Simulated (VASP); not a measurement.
Runs of VASP 6.6.1 on AlCo. It takes space group Pm-3m (No. 221, cubic). Conventional cell: a = 2.819 Å, b = 2.819 Å, c = 2.819 Å, α = 90.00°, β = 90.00°, γ = 90.00°. Around Al (site symmetry m-3m) lie 8 Co at 2.44 Å. Co (site symmetry m-3m) has 8 Al at 2.44 Å as nearest neighbours. The cell is a database's computed one.

```tsv
level	potentials or basis	gap on the mesh (eV)	pressure (GPa)	relaxed volume (Å³/atom)
LDA	VASP PAW LDA potentials, release 64 (Al, Co)	none	0.0	10.92
PBEsol	VASP PAW PBE potentials, release 64 (Al, Co)	none	0.1	11.24
PBE+D3(BJ)	VASP PAW PBE potentials, release 64 (Al, Co)	none	0.0	(a)
AM05	VASP PAW PBE potentials, release 64 (Al, Co)	none	0.0	11.23
r2SCAN	VASP PAW PBE potentials, release 64 (Al, Co)	none	0.0	11.24
```

Alike in all rows: task relaxation of cell and atoms; no spin polarisation; cell relaxed; k mesh 14 × 14 × 14; cutoff (eV) 600; smearing methfessel-paxton 0.1 eV.

Task: Estimate the missing entries.

Result: (a) 11.19.

Caveats: the PAW data sets were made with another functional, which shifts forces and pressure a little (some runs); pairwise dispersion overbinds metals, which lowers pressure and volume (some runs).

A k mesh can miss the band edges.

A gap of «none» marks a metal or a gap under the smearing width.

Not every run made on this cell is shown here.
